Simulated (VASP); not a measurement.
Wanted: the native input for a VASP 6.6.1 run.

- Task: single point
- Functional: PBE
- Dispersion: D3(BJ)
- Potentials or basis: VASP PAW PBE potentials, release 64 (S, Sn_d)
- Cutoff: 520 eV
- k mesh: 9 × 9 × 1
- Occupations: gaussian, width 0.03 eV
- Spin: no spin polarisation
- Dipole correction: yes
- Further INCAR settings: ALGO = Normal; EDIFF = 1e-06

The structure of SnS2 lies in POSCAR:

```
SnS2                                    
1.0
    3.6670894200      0.0000000000      0.0000000000
   -1.8335437900      3.1757926400      0.0000000000
    0.0000000000      0.0000000000     29.5781818000
  S               Sn            
     6     3
Direct
     0.6666669999999968    0.3333340000000007    0.2534980391471990
     0.3333330000000032    0.6666659999999993    0.3535340967144746
     0.6666669999999968    0.3333340000000007    0.4500199569187775
     0.3333330000000032    0.6666659999999993    0.5499800430812225
     0.6666669999999968    0.3333340000000007    0.6464659032855253
     0.3333330000000032    0.6666659999999993    0.7465019608528010
     1.0000000000000000    1.0000000000000000    0.3035735093782165
     1.0000000000000000    1.0000000000000000    0.5000000000000000
     1.0000000000000000    1.0000000000000000    0.6964264906217835
```

These files were run (other wordings do the same):

INCAR

```
SYSTEM = SnS2
ALGO = Normal ; DIPOL = 0.5 0.5 0.500
EDIFF = 1E-6 ; ENCUT = 520
GGA = PE ; ICORELEVEL = 1
IDIPOL = 3 ; ISIF = 2
ISMEAR = 0 ; IVDW = 12
KPAR = 4 ; LASPH = .True.
LCHARG = .False. ; LDIPOL = .True.
LREAL = .False. ; LVACPOTAV = .True.
LVHAR = .True. ; LWAVE = .False.
NELM = 80 ; PREC = Accurate
SIGMA = 0.03
```

KPOINTS

```
k-points
0
Gamma
  9 9 1
  0 0 0
```

Potentials or basis: VASP PAW PBE potentials, release 64 (S, Sn_d).

Command:

```bash
$ cat potpaw_PBE.64/S/POTCAR potpaw_PBE.64/Sn_d/POTCAR > POTCAR
$ mpirun -np 4 vasp_std > vasp.out
```

It gave:

```
Largest force                          : 0.017 eV/Å
Band gap on the k mesh                 : 1.48 eV, indirect (least direct gap 1.72 eV)
Dispersion energy per atom             : -0.295 eV
Ionisation potential of the upper face : 6.66 eV
```

Caveat: spin-orbit coupling is left out, which moves the levels of the heavy elements.

It took 65 s on 4 MPI ranks on Intel(R) Xeon(R) 6975P-C (Granite Rapids), with other jobs on the host, peak memory 0.54 GiB a rank.
